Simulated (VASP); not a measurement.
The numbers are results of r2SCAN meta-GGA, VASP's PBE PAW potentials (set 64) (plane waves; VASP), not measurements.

A VASP calculation is set up with these files.

KPOINTS:
```
K-points
0
Gamma
  7 7 7
0 0 0
```

**INCAR**
```
SYSTEM = SnF4
PREC = Accurate; ENCUT = 520; LREAL = F
LASPH = T
EDIFF = 1E-6; NELM = 100; ALGO = Normal
LMAXMIX = 4; LMIXTAU = T
ISMEAR = 0; SIGMA = 0.05
METAGGA = R2SCAN
IBRION = 2; NSW = 60; ISIF = 3
EDIFFG = -0.02
LWAVE = F; LCHARG = F
```

**POSCAR**
```
SnF4
1.0
 -2.0538949884   2.0538949884   3.9029436498
  2.0538949884  -2.0538949884   3.9029436498
  2.0538949884   2.0538949884  -3.9029436498
Sn F
1 4
Direct
  0.0000000000   0.0000000000   1.0000000000
  0.7567057407   0.7567057407   0.0000000000
  0.2432942593   0.2432942593   1.0000000000
  0.5000000000   0.0000000000   0.5000000000
  0.0000000000   0.5000000000   0.5000000000
```

POTCAR, in this order: Sn_d F (PBE.64 set). Program: vasp_std.

The resulting files:

OSZICAR:
```
       N       E                     dE             d eps       ncg     rms          rms(c)
DAV:   1     0.499491996543E+03    0.49949E+03   -0.23425E+04  2060   0.231E+03
DAV:   2    -0.111135061174E+02   -0.51061E+03   -0.49524E+03  2411   0.620E+02
DAV:   3    -0.629386855793E+02   -0.51825E+02   -0.51646E+02  2219   0.189E+02
DAV:   4    -0.644391315837E+02   -0.15004E+01   -0.14982E+01  2535   0.348E+01
DAV:   5    -0.644785386215E+02   -0.39407E-01   -0.39393E-01  2412   0.538E+00    0.109E+01
DAV:   6    -0.527146897662E+02    0.11764E+02   -0.53329E+00  2967   0.458E+01    0.542E+00
DAV:   7    -0.497228334702E+02    0.29919E+01   -0.17667E+00  2752   0.192E+01    0.247E+00
DAV:   8    -0.559475547696E+02   -0.62247E+01   -0.12905E+00  2370   0.138E+01    0.136E+00
DAV:   9    -0.498491171160E+02    0.60984E+01   -0.55668E-01  2126   0.785E+00    0.306E-01
DAV:  10    -0.500666010467E+02   -0.21748E+00   -0.24755E-01  2328   0.519E+00    0.145E-01
DAV:  11    -0.499258446564E+02    0.14076E+00   -0.47278E-02  2030   0.225E+00    0.121E-01
DAV:  12    -0.500648577851E+02   -0.13901E+00   -0.49844E-02  2013   0.230E+00    0.995E-02
DAV:  13    -0.500746319330E+02   -0.97741E-02   -0.43627E-03  2589   0.722E-01    0.884E-02
DAV:  14    -0.500721213706E+02    0.25106E-02   -0.30417E-04  2403   0.248E-01    0.539E-02
DAV:  15    -0.500769022333E+02   -0.47809E-02   -0.13136E-03  2005   0.421E-01    0.247E-02
DAV:  16    -0.500770342616E+02   -0.13203E-03   -0.74605E-05  2056   0.858E-02    0.209E-02
DAV:  17    -0.500772158845E+02   -0.18162E-03   -0.20893E-04  2020   0.163E-01    0.157E-02
DAV:  18    -0.500780465290E+02   -0.83064E-03   -0.34826E-04  2004   0.214E-01    0.814E-03
DAV:  19    -0.500781030258E+02   -0.56497E-04   -0.53711E-05  2004   0.781E-02    0.567E-03
DAV:  20    -0.500781112929E+02   -0.82671E-05   -0.46996E-06  2152   0.196E-02    0.287E-03
DAV:  21    -0.500781130194E+02   -0.17265E-05   -0.14014E-06  1633   0.121E-02    0.196E-03
DAV:  22    -0.500781129686E+02    0.50832E-07   -0.14014E-07  1070   0.444E-03
   1 F= -.50078113E+02 E0= -.50078113E+02  d E =-.500781E+02
       N       E                     dE             d eps       ncg     rms          rms(c)
DAV:   1    -0.502211868279E+02   -0.14307E+00   -0.33476E+00  2630   0.238E+01    0.290E+00
DAV:   2    -0.500956211918E+02    0.12557E+00   -0.41565E-01  2009   0.549E+00    0.800E-01
DAV:   3    -0.500827010238E+02    0.12920E-01   -0.35142E-02  2469   0.336E+00    0.298E-01
DAV:   4    -0.500761089755E+02    0.65920E-02   -0.89902E-03  2321   0.249E+00    0.801E-02
DAV:   5    -0.500812213749E+02   -0.51124E-02   -0.49484E-03  2002   0.699E-01    0.269E-02
DAV:   6    -0.500816070234E+02   -0.38565E-03   -0.11902E-03  2001   0.374E-01    0.172E-02
DAV:   7    -0.500824527649E+02   -0.84574E-03   -0.13234E-04  2010   0.128E-01    0.126E-02
DAV:   8    -0.500823062624E+02    0.14650E-03   -0.17014E-04  2008   0.133E-01    0.993E-03
DAV:   9    -0.500825038732E+02   -0.19761E-03   -0.11609E-04  2002   0.110E-01    0.262E-03
DAV:  10    -0.500825148589E+02   -0.10986E-04   -0.73704E-06  2038   0.285E-02    0.151E-03
DAV:  11    -0.500825160950E+02   -0.12360E-05   -0.64382E-07  1731   0.920E-03    0.389E-04
DAV:  12    -0.500825162634E+02   -0.16841E-06   -0.12251E-07  1033   0.473E-03
   2 F= -.50082516E+02 E0= -.50082516E+02  d E =-.440329E-02
       N       E                     dE             d eps       ncg     rms          rms(c)
DAV:   1    -0.500936943908E+02   -0.11178E-01   -0.25576E-01  2647   0.667E+00    0.795E-01
DAV:   2    -0.500843307870E+02    0.93636E-02   -0.31385E-02  2010   0.151E+00    0.219E-01
DAV:   3    -0.500833174533E+02    0.10133E-02   -0.26772E-03  2436   0.950E-01    0.814E-02
DAV:   4    -0.500828834299E+02    0.43402E-03   -0.69453E-04  2322   0.695E-01    0.223E-02
DAV:   5    -0.500831817532E+02   -0.29832E-03   -0.39103E-04  2002   0.197E-01    0.757E-03
DAV:   6    -0.500832394071E+02   -0.57654E-04   -0.87355E-05  2002   0.102E-01    0.481E-03
DAV:   7    -0.500832855502E+02   -0.46143E-04   -0.91256E-06  2010   0.333E-02    0.348E-03
DAV:   8    -0.500832723322E+02    0.13218E-04   -0.12130E-05  2008   0.352E-02    0.274E-03
DAV:   9    -0.500832875042E+02   -0.15172E-04   -0.78520E-06  2002   0.286E-02    0.715E-04
DAV:  10    -0.500832882467E+02   -0.74251E-06   -0.36121E-07  1408   0.651E-03
   3 F= -.50083288E+02 E0= -.50083288E+02  d E =-.517528E-02
       N       E                     dE             d eps       ncg     rms          rms(c)
DAV:   1    -0.500857903643E+02   -0.25029E-02   -0.55382E-01  2128   0.655E+00    0.497E-01
DAV:   2    -0.500834738908E+02    0.23165E-02   -0.19021E-02  2239   0.126E+00    0.249E-01
DAV:   3    -0.500825800039E+02    0.89389E-03   -0.21426E-03  2732   0.655E-01    0.883E-02
DAV:   4    -0.500822423028E+02    0.33770E-03   -0.10739E-03  2482   0.380E-01    0.241E-02
DAV:   5    -0.500826394708E+02   -0.39717E-03   -0.54071E-04  2002   0.248E-01    0.105E-02
DAV:   6    -0.500827152221E+02   -0.75751E-04   -0.11778E-04  2004   0.113E-01    0.812E-03
DAV:   7    -0.500827421218E+02   -0.26900E-04   -0.11805E-05  2180   0.321E-02    0.339E-03
DAV:   8    -0.500827414509E+02    0.67090E-06   -0.65788E-06  2061   0.260E-02
   4 F= -.50082741E+02 E0= -.50082741E+02  d E =0.546796E-03
       N       E                     dE             d eps       ncg     rms          rms(c)
DAV:   1    -0.500847430501E+02   -0.20009E-02   -0.20306E-01  2144   0.396E+00    0.301E-01
DAV:   2    -0.500839524171E+02    0.79063E-03   -0.69254E-03  2230   0.765E-01    0.151E-01
DAV:   3    -0.500836405732E+02    0.31184E-03   -0.79741E-04  2742   0.398E-01    0.525E-02
DAV:   4    -0.500835441994E+02    0.96374E-04   -0.37267E-04  2482   0.225E-01    0.142E-02
DAV:   5    -0.500836646404E+02   -0.12044E-03   -0.19021E-04  2002   0.147E-01    0.653E-03
DAV:   6    -0.500836946311E+02   -0.29991E-04   -0.40857E-05  2004   0.665E-02    0.490E-03
DAV:   7    -0.500837029828E+02   -0.83517E-05   -0.42894E-06  2114   0.194E-02    0.212E-03
DAV:   8    -0.500837028474E+02    0.13540E-06   -0.21140E-06  1439   0.150E-02
   5 F= -.50083703E+02 E0= -.50083703E+02  d E =-.414601E-03
```

File OUTCAR:
```
------------------------ aborting loop because EDIFF is reached ----------------------------------------
  FORCE on cell =-STRESS in cart. coord.  units (eV):
  Direction    XX          YY          ZZ          XY          YZ          ZX
  --------------------------------------------------------------------------------------
  Total        0.0039609      0.0039609     -0.0134302      0.0000000      0.0000000      0.0000000
  in kB        0.0976720      0.0976720     -0.3311748      0.0000000      0.0000000      0.0000000
  external PRESSURE =      -0.0452769 kB  Pullay stress =       0.0000000 kB
  volume of cell :       64.97
      direct lattice vectors                 reciprocal lattice vectors
    -2.040380638  2.040380638  3.901695069     0.000000000  0.245052316  0.128149430
     2.040380638 -2.040380638  3.901695069     0.245052316  0.000000000  0.128149430
     2.040380638  2.040380638 -3.901695069     0.245052316  0.245052316  0.000000000
 POSITION                                       TOTAL-FORCE (eV/Angst)
 -----------------------------------------------------------------------------------
      0.00000      0.00000     -0.00000         0.000000      0.000000     -0.000000
      0.00000      0.00000      5.90460         0.000000      0.000000     -0.009153
      0.00000      0.00000      1.89879        -0.000000     -0.000000      0.009153
      0.00000      2.04038      0.00000         0.000000      0.000000      0.000000
      2.04038      0.00000      0.00000         0.000000      0.000000      0.000000
 -----------------------------------------------------------------------------------
    total drift:                               -0.000000     -0.000000     -0.000000
  FREE ENERGIE OF THE ION-ELECTRON SYSTEM (eV)
  ---------------------------------------------------
  free  energy   TOTEN  =       -50.0837028474 eV

  energy  without entropy=      -50.0837028474  energy(sigma->0) =      -50.08370285

 reached required accuracy - stopping structural energy minimisation
```
(Selected blocks of OUTCAR.)

### CONTCAR
```
SnF4
   1.00000000000000
    -2.0403806380003884    2.0403806380003884    3.9016950687939183
     2.0403806380003884   -2.0403806380003884    3.9016950687939183
     2.0403806380003884    2.0403806380003884   -3.9016950687939183
  Sn              F
     1     4
Direct
     0.0000000000000000    0.0000000000000000    0.0000000000000000
     0.7566710665781216    0.7566710665781216    0.0000000000000000
     0.2433289334218784    0.2433289334218784    0.0000000000000000
     0.5000000000000000    0.0000000000000000    0.5000000000000000
     0.0000000000000000    0.5000000000000000    0.5000000000000000
```

OUTCAR:
```
 val. band max:       -0.5792346795   @ k =   0.4286   0.4286   0.0000

 cond. band min:       3.4801576343   @ k =   0.0000   0.0000   0.0000


 Fermi energy:        -0.2673935373

 k-point     1 :       0.0000    0.0000    0.0000
  band No.  band energies     occupation
      1     -23.8519      2.00000
      2     -23.7971      2.00000
      3     -22.9607      2.00000
      4     -21.5459      2.00000
      5     -20.1228      2.00000
      6     -19.9563      2.00000
      7     -19.9562      2.00000
      8     -19.0069      2.00000
      9     -18.4787      2.00000
     10      -5.8000      2.00000
     11      -5.8000      2.00000
     12      -4.3226      2.00000
     13      -3.4076      2.00000
     14      -2.6882      2.00000
     15      -2.6882      2.00000
     16      -2.6410      2.00000
     17      -1.7587      2.00000
     18      -1.7587      2.00000
     19      -1.7287      2.00000
     20      -0.7715      2.00000
     21      -0.7715      2.00000
     22       3.4802      0.00000
     23      12.1286      0.00000
     24      13.1699      0.00000
     25      13.1700      0.00000

 k-point     2 :       0.1429    0.0000    0.0000
  band No.  band energies     occupation
      1     -23.8316      2.00000
      2     -23.7191      2.00000
      3     -22.9412      2.00000
      4     -21.5718      2.00000
      5     -20.1259      2.00000
      6     -19.9591      2.00000
      7     -19.9558      2.00000
      8     -19.1503      2.00000
      9     -18.5116      2.00000
     10      -5.9900      2.00000
     11      -5.7817      2.00000
     12      -4.2256      2.00000
     13      -3.0558      2.00000
     14      -2.7563      2.00000
     15      -2.7202      2.00000
     16      -2.7064      2.00000
     17      -1.8263      2.00000
     18      -1.6997      2.00000
     19      -1.5985      2.00000
     20      -0.8837      2.00000
     21      -0.8146      2.00000
     22       3.8782      0.00000
     23      11.9969      0.00000
...
```

Unless said otherwise, spin-orbit coupling is left out, though it shifts the bands of the heavy elements here.

The structure comes from a computed database's SnF4 entry (I4/mmm); how it stands against other phases isn't given here. This run relaxes it. Symmetry was kept, so distortions that lower it aren't found. The start is the result of an earlier pass.
